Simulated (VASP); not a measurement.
Computed with PBE GGA, VASP's PBE PAW potentials (set 64) (plane waves; VASP 6.6.1).

VASP input:

**INCAR**
```
# general
SYSTEM   =  BN
PREC     =  Accurate
ENCUT    =  620
LREAL    =  .FALSE.
LASPH    =  .TRUE.   # aspherical one-centre terms

# electronic loop
EDIFF    =  1E-6
NELM     =  100   # most electronic steps
ALGO     =  Normal   # blocked Davidson

# smearing
ISMEAR   =  0
SIGMA    =  0.05   # width (eV)

# functional
GGA      =  PE   # PBE

# ions
IBRION   =  2   # conjugate gradients
NSW      =  40   # most ionic steps
ISIF     =  3
EDIFFG   =  -0.02
PSTRESS  =  100

# output
LWAVE    =  .FALSE.
LCHARG   =  .FALSE.
```

File KPOINTS:
```
Automatic mesh
0
Gamma
10 10 4
0 0 0
```

**POSCAR**
```
BN
1
    1.2507603709    -2.1663810453     0.0000000000
    1.2507603709     2.1663810453     0.0000000000
    0.0000000000     0.0000000000     6.3190953707
B N
2 2
Direct
  0.3333330000   0.6666670000   0.2500000000
  0.6666670000   0.3333330000   0.7500000000
  0.6666670000   0.3333330000   0.2500000000
  0.3333330000   0.6666670000   0.7500000000
```

POTCAR, in this order: B N (PBE.64 set). Program: vasp_std.

Question: What will the output report for the number of irreducible k-points (NKPTS), largest plane-wave count, number of space-group operations, FFT grid (NGX, NGY, NGZ)?

Answer: 
```json
{
  "number of irreducible k-points (NKPTS)": "42",
  "largest_plane_wave_count": "1220",
  "number_of_space_group_operations": "24",
  "FFT grid (NGX, NGY, NGZ)": "20 × 20 × 54"
}
```

The compound is BN in the hex structure. This run relaxes it under an external pressure of 10 GPa. Symmetry was kept, so distortions that lower it aren't found.
